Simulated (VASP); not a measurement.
Write the native input for VASP 6.6.1 that does the following.

| Quantity | Value |
| --- | --- |
| Task | single point |
| Functional | PBEsol |
| Potentials or basis | VASP PAW PBE potentials, release 64 (Na_pv, Al) |
| Cutoff | 520 eV |
| k mesh | 6 × 6 × 6 |
| Occupations | methfessel-paxton, width 0.15 eV |
| Spin | no spin polarisation |
| Dipole correction | no |
| Further INCAR settings | ALGO = Normal; EDIFF = 1e-06; NBANDS = 20 |

The structure of Na3Al lies in POSCAR:

```
Na3Al
1.0
    0.0000000000      3.8330040000      3.8330040000
    3.8330040000      0.0000000000      3.8330040000
    3.8330040000      3.8330040000      0.0000000000
Na Al
3 1
Direct
    0.2500000000      0.2500000000      0.2500000000
    0.7500000000      0.7500000000      0.7500000000
    0.5000000000      0.5000000000      0.5000000000
    0.0000000000      0.0000000000      0.0000000000
```

The cell comes from a database or a generator and needn't be the stable form of this composition.

These files were run (other wordings do the same):

INCAR

```
SYSTEM = Na3Al
PREC = Accurate ; ENCUT = 520
EDIFF = 1E-6 ; ISMEAR = 1
SIGMA = 0.15 ; LREAL = .False.
LASPH = .True. ; NELM = 100
ALGO = Normal ; ISIF = 2
LWAVE = .False. ; LCHARG = .True.
GGA = PS ; LELF = .True.
LVHAR = .True. ; NBANDS = 20
```

KPOINTS

```
regular mesh
0
Gamma
  6 6 6
  0 0 0
```

Potentials or basis: VASP PAW PBE potentials, release 64 (Na_pv, Al).

Launch:

```console
$ cat potpaw_PBE.64/Na_pv/POTCAR potpaw_PBE.64/Al/POTCAR > POTCAR
$ mpirun -np 1 vasp_std > vasp.out
```

Results of the run:

```
Pressure               : -0.2 GPa
Band gap on the k mesh : none (metal or under the smearing width)
```

Caveat: the PAW data sets were made with another functional, which shifts forces and pressure a little.

Run time: 13 s on 1 thread of Intel(R) Xeon(R) 6975P-C (Granite Rapids) (shared host), peak memory 0.23 GiB.
